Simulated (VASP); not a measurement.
## GW-BSE spectrum of Te2Mo

Wanted: the lowest vertical excitons of Te2Mo and its absorption. The cell has space group P6_3/mmc. The start is a cell from a database of measured crystal structures.

Program: VASP 6.6.1. Level of theory: PBE, no spin polarisation; plane waves and PAW (Te_GW, Mo_sv_GW), in the first sound run; inputs show where later runs differ. Results are calculated unless marked as measured.

## Step 1: The starting structure

The structure is hexagonal, space group P6_3/mmc (No. 194). The conventional cell has a = 3.518 Å, b = 3.518 Å, c = 13.974 Å, α = 90.00°, β = 90.00°, γ = 120.00°. Nearest to Te lie 3 Mo at 2.72 Å. Nearest to Mo lie 6 Te at 2.72 Å. Farther neighbours and most contacts between anions are not listed.

Structure file:

```xyz
6
Lattice="3.5182 0.0000 0.0000 -1.7591 3.0469 0.0000 0.0000 0.0000 13.9736" Properties=species:S:1:pos:R:3 pbc="T T T"
Te    0.0000    2.0312    8.6776
Te    1.7591    1.0156    1.6908
Te    0.0000    2.0312   12.2828
Te    1.7591    1.0156    5.2960
Mo    0.0000    2.0312    3.4934
Mo    1.7591    1.0156   10.4802
```

## Step 2: Ground state

The orbitals come from a self-consistent PBE run with a tight EDIFF and a narrow smearing. KPOINTS_OPT adds the bands along a path, which shows whether the mesh holds the band edges.

INCAR

```
SYSTEM = Te2Mo
PREC = Accurate
ENCUT = 370
EDIFF = 1E-08
NELM = 100
ISMEAR = 0
SIGMA = 0.01
LREAL = .FALSE.
ALGO = Normal
GGA = PE
NBANDS = 32
LASPH = .TRUE.
LORBIT = 11
LWAVE = .TRUE.
LCHARG = .FALSE.
KPAR = 8
```

POSCAR

```
Te2Mo
1.0
    3.5182000000      0.0000000000      0.0000000000
   -1.7591000000      3.0468505756      0.0000000000
    0.0000000000      0.0000000000     13.9736000000
Te Mo
4 2
Direct
    0.3333333333      0.6666666667      0.6210000000
    0.6666666667      0.3333333333      0.1210000000
    0.3333333333      0.6666666667      0.8790000000
    0.6666666667      0.3333333333      0.3790000000
    0.3333333333      0.6666666667      0.2500000000
    0.6666666667      0.3333333333      0.7500000000
```

KPOINTS

```
Automatic mesh
0
Gamma
6 6 2
0 0 0
```

KPOINTS_OPT

```
Line mode
12
Line-mode
Reciprocal
  0.00000000   0.00000000   0.00000000 GAMMA
  0.50000000   0.00000000   0.00000000 M

  0.50000000   0.00000000   0.00000000 M
  0.33333333   0.33333333   0.00000000 K

  0.33333333   0.33333333   0.00000000 K
  0.00000000   0.00000000   0.00000000 GAMMA

  0.00000000   0.00000000   0.00000000 GAMMA
  0.00000000   0.00000000   0.50000000 A

  0.00000000   0.00000000   0.50000000 A
  0.50000000   0.00000000   0.50000000 L

  0.50000000   0.00000000   0.50000000 L
  0.33333333   0.33333333   0.50000000 H

  0.33333333   0.33333333   0.50000000 H
  0.00000000   0.00000000   0.50000000 A

  0.50000000   0.00000000   0.50000000 L
  0.50000000   0.00000000   0.00000000 M

  0.33333333   0.33333333   0.00000000 K
  0.33333333   0.33333333   0.50000000 H
```

Potentials, in the order of the species: Te_GW and Mo_sv_GW (PBE family, release 64).

The run is started by

```
> mpirun -np 8 vasp_std
```

Log:

```text
[banner, memory and clock lines left out]
running    8 mpi-ranks, on    1 nodes
 distrk:  each k-point on    1 cores,    8 groups
 distr:  one band on    1 cores,    1 groups

 POSCAR found type information on POSCAR TeMo
 POSCAR found :  2 types and       6 ions
|                                                                             |
|           W    W    AA    RRRRR   N    N  II  N    N   GGGG   !!!           |
|           W    W   A  A   R    R  NN   N  II  NN   N  G    G  !!!           |
|           W    W  A    A  R    R  N N  N  II  N N  N  G       !!!           |
|           W WW W  AAAAAA  RRRRR   N  N N  II  N  N N  G  GGG   !            |
|           WW  WW  A    A  R   R   N   NN  II  N   NN  G    G                |
|           W    W  A    A  R    R  N    N  II  N    N   GGGG   !!!           |
|                                                                             |
|     For optimal performance we recommend to set                             |
|       NCORE = 2 up to number-of-cores-per-socket                            |
|     NCORE specifies how many cores store one orbital (NPAR=cpu/NCORE).      |
|     This setting can greatly improve the performance of VASP for DFT.       |
|     The default, NCORE=1 might be grossly inefficient on modern             |
|     multi-core architectures or massively parallel machines. Do your        |
|     Unfortunately you need to use the default for GW and RPA                |
|     calculations (for HF NCORE is supported but not extensively tested      |
|     yet).                                                                   |
|                                                                             |

 LDA part: xc-table for (Slater+PW92), standard interpolation
 POSCAR, INCAR and KPOINTS ok, starting setup
 FFT: planning ... GRIDC
 FFT: planning ... GRID_SOFT
 FFT: planning ... GRID
 WAVECAR not read
 entering main loop
       N       E                     dE             d eps       ncg     rms          rms(c)
DAV:   1     0.378916272283E+03    0.37892E+03   -0.22664E+04  1096   0.116E+03
DAV:   2    -0.741423517575E+01   -0.38633E+03   -0.37776E+03  1504   0.462E+02
DAV:   3    -0.397925730647E+02   -0.32378E+02   -0.32021E+02  1232   0.115E+02
DAV:   4    -0.419315784729E+02   -0.21390E+01   -0.21225E+01  1576   0.340E+01
DAV:   5    -0.420273945366E+02   -0.95816E-01   -0.95365E-01  1384   0.577E+00    0.122E+01
DAV:   6    -0.398307308170E+02    0.21967E+01   -0.45068E+01  1568   0.403E+01    0.840E+00
DAV:   7    -0.376223506213E+02    0.22084E+01   -0.15660E+01  1528   0.239E+01    0.334E+00
DAV:   8    -0.375818641045E+02    0.40487E-01   -0.11468E+00  1376   0.619E+00    0.809E-01
DAV:   9    -0.375845789101E+02   -0.27148E-02   -0.12481E-01  1512   0.196E+00    0.364E-01
DAV:  10    -0.375827586920E+02    0.18202E-02   -0.10969E-02  1472   0.973E-01    0.115E-01
DAV:  11    -0.375828194131E+02   -0.60721E-04   -0.88740E-04  1432   0.173E-01    0.408E-02
DAV:  12    -0.375828358151E+02   -0.16402E-04   -0.11891E-04  1456   0.590E-02    0.719E-03
DAV:  13    -0.375828381973E+02   -0.23822E-05   -0.10683E-05  1520   0.171E-02    0.426E-03
DAV:  14    -0.375828389708E+02   -0.77347E-06   -0.16748E-06  1272   0.764E-03    0.110E-03
DAV:  15    -0.375828391660E+02   -0.19519E-06   -0.34614E-07  1376   0.341E-03    0.349E-04
DAV:  16    -0.375828392359E+02   -0.69889E-07   -0.36315E-08  1000   0.150E-03    0.273E-04
DAV:  17    -0.375828392273E+02    0.85911E-08   -0.35473E-09   784   0.577E-04
   1 F= -.37582839E+02 E0= -.37582839E+02  d E =-.702480E-24
 Start KPOINTS_OPT (optional k-point list driver)
k-point batch [1-14\108]
       N       E                     dE             ncg
DAV:   1     0.598898432929E+03   -0.10717E+05     1096
DAV:   2    -0.500732282303E+04   -0.56062E+04     1400
DAV:   3    -0.556034053072E+04   -0.55302E+03     1312
DAV:   4    -0.559773182762E+04   -0.37391E+02     1504
DAV:   5    -0.559985893535E+04   -0.21271E+01     1392
DAV:   6    -0.560009182693E+04   -0.23289E+00     1552
DAV:   7    -0.560011016236E+04   -0.18335E-01     1424
DAV:   8    -0.560011236119E+04   -0.21988E-02     1600
DAV:   9    -0.560011255005E+04   -0.18886E-03     1320
DAV:  10    -0.560011257268E+04   -0.22624E-04     1360
DAV:  11    -0.560011257484E+04   -0.21594E-05     1072
DAV:  12    -0.560011257507E+04   -0.23823E-06      944
DAV:  13    -0.560011257510E+04   -0.25329E-07      792
DAV:  14    -0.560011257510E+04   -0.30268E-08      776
[...]
k-point batch [99-108\108]
       N       E                     dE             ncg
DAV:   1     0.635834499109E+04   -0.16476E+05      800
DAV:   2     0.266953551206E+04   -0.36888E+04     1040
DAV:   3     0.236170534371E+04   -0.30783E+03      888
DAV:   4     0.233558273285E+04   -0.26123E+02     1112
DAV:   5     0.233386950398E+04   -0.17132E+01      992
DAV:   6     0.233367625801E+04   -0.19325E+00     1112
DAV:   7     0.233365503095E+04   -0.21227E-01      976
DAV:   8     0.233365197256E+04   -0.30584E-02     1160
DAV:   9     0.233365157415E+04   -0.39842E-03      960
DAV:  10     0.233365151666E+04   -0.57482E-04      880
DAV:  11     0.233365150847E+04   -0.81911E-05      728
DAV:  12     0.233365150724E+04   -0.12299E-05      560
DAV:  13     0.233365150706E+04   -0.18048E-06      544
DAV:  14     0.233365150703E+04   -0.28478E-07      560
DAV:  15     0.233365150703E+04   -0.31023E-08      560
 writing wavefunctions
```

Elapsed: 62 s, on 8 MPI ranks of Intel Xeon Platinum 8259CL at 2.50GHz (Skylake/Cascade Lake), shared host; peak memory 2.4 GiB.

Lines that name or quote the potential files are left out of all logs, and their timing lines are given in words.

Parts of OUTCAR (step 2):

```text
ion  position               nearest neighbor table
   1  0.333  0.667  0.621-   6 2.72   6 2.72   6 2.72   3 3.61
   2  0.667  0.333  0.121-   5 2.72   5 2.72   5 2.72   4 3.61
   3  0.333  0.667  0.879-   6 2.72   6 2.72   6 2.72   1 3.61
   4  0.667  0.333  0.379-   5 2.72   5 2.72   5 2.72   2 3.61
   5  0.333  0.667  0.250-   2 2.72   4 2.72   2 2.72   4 2.72   2 2.72   4 2.72
   6  0.667  0.333  0.750-   1 2.72   3 2.72   1 2.72   3 2.72   1 2.72   3 2.72

  LATTYP: Found a hexagonal cell.
 ALAT       =     3.5182000000
 C/A-ratio  =     3.9718037633

 Subroutine GETGRP returns: Found 24 space group operations
 (whereof 12 operations were pure point group operations)

The static configuration has the point symmetry D_3d.
 The point group associated with its full space group is D_6h.

 Found     14 irreducible k-points:

   k-points           NKPTS =     14   k-points in BZ     NKDIM =     14   number of bands    NBANDS=     32

   dimension x,y,z NGX =    24 NGY =   24 NGZ =   90
   dimension x,y,z NGXF=    48 NGYF=   48 NGZF=  180

   ENCUT  =  370.0 eV  27.19 Ry    5.21 a.u.   5.52  5.52 21.92*2*pi/ulx,y,z

   NELECT =      52.0000    total number of electrons

 k-points in reciprocal lattice and weights: Automatic mesh
   0.00000000  0.00000000  0.00000000       0.014
   0.16666667  0.00000000  0.00000000       0.083
   0.33333333  0.00000000  0.00000000       0.083
   0.50000000  0.00000000  0.00000000       0.042
   0.16666667  0.16666667  0.00000000       0.083
   0.33333333  0.16666667  0.00000000       0.167
   0.33333333  0.33333333  0.00000000       0.028
   0.00000000  0.00000000  0.50000000       0.014
   0.16666667  0.00000000  0.50000000       0.083
[...]
0.33333333  0.16666667  0.50000000       0.167
   0.33333333  0.33333333  0.50000000       0.028

 average (electrostatic) potential at core
       1 -86.2267       2 -86.2267       3 -86.2267       4 -86.2267       5 -98.5944
       6 -98.5944

 E-fermi :   8.1923

 k-point     1 :       0.0000    0.0000    0.0000
  band No.  band energies     occupation
    ...
     22       7.0650      2.00000
     23       7.0995      2.00000
     24       7.0995      2.00000
     25       7.8023      2.00000
     26       8.1244      2.00000
     27      11.0234      0.00000
     28      11.0263      0.00000
     29      11.1557      0.00000
     30      11.1647      0.00000
     31      11.2517      0.00000
    ...

 k-point     2 :       0.1667    0.0000    0.0000
  band No.  band energies     occupation
    ...
     22       6.6620      2.00000
     23       6.8902      2.00000
     24       7.1272      2.00000
     25       7.6784      2.00000
     26       7.8469      2.00000
     27       9.9254      0.00000
     28      10.1897      0.00000
     29      10.2188      0.00000
     30      10.4559      0.00000
     31      10.5095      0.00000
    ...

 k-point     3 :       0.3333    0.0000    0.0000
  band No.  band energies     occupation
    ...
     22       6.8175      2.00000
     23       6.8284      2.00000
     24       7.0501      2.00000
     25       7.2161      2.00000
     26       7.3610      2.00000
     27       9.2385      0.00000
     28       9.6158      0.00000
     29       9.8372      0.00000
     30       9.8488      0.00000
     31      10.2949      0.00000
    ...

  Total        2.1993323      2.1993323      2.8667907      0.0000000      0.0000000      0.0000000
  in kB       23.5245566     23.5245566     30.6638430      0.0000000      0.0000000      0.0000000
  external PRESSURE =      25.9043187 kB  Pullay stress =       0.0000000 kB

  energy-cutoff  :      370.00
  volume of cell :      149.79
      direct lattice vectors                 reciprocal lattice vectors
     3.518200000  0.000000000  0.000000000     0.284236257  0.164103880  0.000000000
    -1.759100000  3.046850576  0.000000000     0.000000000  0.328207759  0.000000000
     0.000000000  0.000000000 13.973600000     0.000000000  0.000000000  0.071563520

 POSITION                                       TOTAL-FORCE (eV/Angst)
 -----------------------------------------------------------------------------------
     -0.00000      2.03123      8.67761        -0.000000      0.000000     -0.170316
      1.75910      1.01562      1.69081        -0.000000     -0.000000     -0.170316
     -0.00000      2.03123     12.28279        -0.000000      0.000000      0.170316
      1.75910      1.01562      5.29599        -0.000000     -0.000000      0.170316
     -0.00000      2.03123      3.49340         0.000000      0.000000     -0.000000
      1.75910      1.01562     10.48020         0.000000     -0.000000     -0.000000
 -----------------------------------------------------------------------------------
    total drift:                               -0.000001      0.000000     -0.000000

  FREE ENERGIE OF THE ION-ELECTRON SYSTEM (eV)
  ---------------------------------------------------
  free  energy   TOTEN  =       -37.5828392273 eV

  energy  without entropy=      -37.5828392273  energy(sigma->0) =      -37.58283923

 total charge
# of ion       s       p       d       f       tot
--------------------------------------------------
    1        1.609   2.533   0.124   0.000   4.266
    2        1.609   2.533   0.124   0.000   4.266
    3        1.609   2.533   0.124   0.000   4.266
    4        1.609   2.533   0.124   0.000   4.266
    5        2.091   5.990   3.145   0.013  11.239
    6        2.091   5.990   3.145   0.013  11.239
--------------------------------------------------
tot         10.619  22.113   6.785   0.026  39.543

[... 3 further parts left out ...]
```

Numbers from this step:

- free energy (TOTEN): -37.58 eV
- Fermi energy: 8.192 eV
- pressure: 2.590 GPa
- least gap on mesh and path: 0.7319 eV
- least direct gap on mesh and path: 1.039 eV

The highest empty bands on the path are converged less tightly, to about 0.1 eV. Electronic bands along the path, in eV, zero at the valence-band top; v1 is the highest filled band, c1 the lowest empty one:

| point | v4 | v3 | v2 | v1 | c1 | c2 | c3 | c4 |
| --- | --- | --- | --- | --- | --- | --- | --- | --- |
| Γ | -1.02 | -1.02 | -0.32 | 0.00 | 2.90 | 2.91 | 3.03 | 3.09 |
| 0.55 of the way | -1.14 | -1.05 | -0.99 | -0.98 | 1.12 | 1.74 | 1.75 | 1.97 |
| M | -1.02 | -0.96 | -0.61 | -0.32 | 1.26 | 1.32 | 1.45 | 1.79 |
| 0.45 of the way | -1.94 | -1.63 | -0.53 | -0.28 | 1.20 | 1.34 | 1.68 | 1.92 |
| K | -1.83 | -1.83 | -0.31 | -0.07 | 0.97 | 0.97 | 1.16 | 2.17 |
| 0.55 of the way | -1.08 | -0.90 | -0.72 | -0.66 | 0.96 | 1.61 | 1.68 | 1.68 |
| Γ | -1.02 | -1.02 | -0.32 | 0.00 | 2.90 | 2.90 | 3.03 | 3.05 |
| 0.45 of the way | -1.03 | -1.03 | -0.22 | -0.01 | 2.91 | 2.91 | 2.99 | 2.99 |
| A | -1.04 | -1.04 | -0.08 | -0.08 | 2.94 | 2.94 | 2.94 | 2.98 |
| 0.45 of the way | -1.28 | -1.28 | -0.76 | -0.76 | 1.55 | 1.55 | 2.13 | 2.13 |
| L | -0.97 | -0.97 | -0.47 | -0.47 | 1.29 | 1.29 | 1.64 | 1.64 |
| 0.55 of the way | -1.89 | -1.89 | -0.38 | -0.38 | 1.24 | 1.24 | 1.83 | 1.83 |
| H | -1.99 | -1.99 | -0.22 | -0.22 | 0.97 | 0.97 | 1.62 | 1.62 |
| 0.45 of the way | -1.15 | -1.15 | -0.69 | -0.69 | 1.04 | 1.04 | 1.65 | 1.65 |
| A | -1.04 | -1.04 | -0.08 | -0.08 | 2.94 | 2.94 | 2.94 | 2.96 |
| jump to L | -0.97 | -0.97 | -0.47 | -0.47 | 1.29 | 1.29 | 1.64 | 1.64 |
| 0.55 of the way | -1.00 | -0.96 | -0.57 | -0.36 | 1.27 | 1.31 | 1.50 | 1.75 |
| M | -1.02 | -0.96 | -0.61 | -0.32 | 1.26 | 1.32 | 1.45 | 1.79 |
| jump to K | -1.83 | -1.83 | -0.31 | -0.07 | 0.97 | 0.97 | 1.16 | 2.17 |
| 0.55 of the way | -1.91 | -1.91 | -0.28 | -0.13 | 0.97 | 0.97 | 1.32 | 1.96 |
| H | -1.99 | -1.99 | -0.22 | -0.22 | 0.97 | 0.97 | 1.62 | 1.62 |

Of the projections kept (Te, Mo), the largest for each band there; the rest of the weight can lie on other orbitals:

| point | v4 | v3 | v2 | v1 | c1 | c2 | c3 | c4 |
| --- | --- | --- | --- | --- | --- | --- | --- | --- |
| Γ | Mo 0.69 | Mo 0.69 | Te 0.96 | Mo 0.69 | Te 0.79 | Te 0.79 | Te 0.81 | Te 0.80 |
| M | Mo 0.53 | Mo 0.69 | Te 0.87 | Te 0.83 | Mo 0.93 | Mo 0.89 | Mo 0.89 | Mo 0.89 |
| K | Te 0.67 | Te 0.67 | Mo 0.84 | Mo 0.80 | Mo 0.91 | Mo 0.91 | Mo 0.70 | Mo 0.67 |
| Γ | Mo 0.69 | Mo 0.69 | Te 0.96 | Mo 0.69 | Te 0.79 | Te 0.79 | Te 0.81 | Te 0.81 |
| A | Mo 0.68 | Mo 0.68 | Mo 0.54 | Mo 0.54 | Te 0.79 | Te 0.79 | Te 0.79 | Te 0.80 |
| L | Mo 0.61 | Mo 0.61 | Te 0.85 | Te 0.85 | Mo 0.92 | Mo 0.92 | Mo 0.89 | Mo 0.89 |

The cell has a gap of 0.732 eV on mesh and path and a pressure of +2.6 GPa, which holds the misfit of the given cell and coordinates with this functional, and any error of cutoff, mesh and data sets. Spin-orbit coupling is left out, which can shift or reorder these edges. Forces of up to 0.17 eV/Å remain in these settings.

[end of part 1 of 3]

[Lines on the potential files, build, host, timing and source positions are cut from VASP's logs without a mark.]

[Logs are printed without paths, hosts, clocks, repeated set-up lines and the standing remarks that a program may print on its own settings, such as how far it seeks lower states.]

[Hosts, paths, dates, database ids (printed as entryN), source tags and the programs' standing remarks are cut or masked in the printed files.]

[Pressures printed for these runs are not shown converged in the cutoff: they can be off by several GPa and have the wrong sign.]
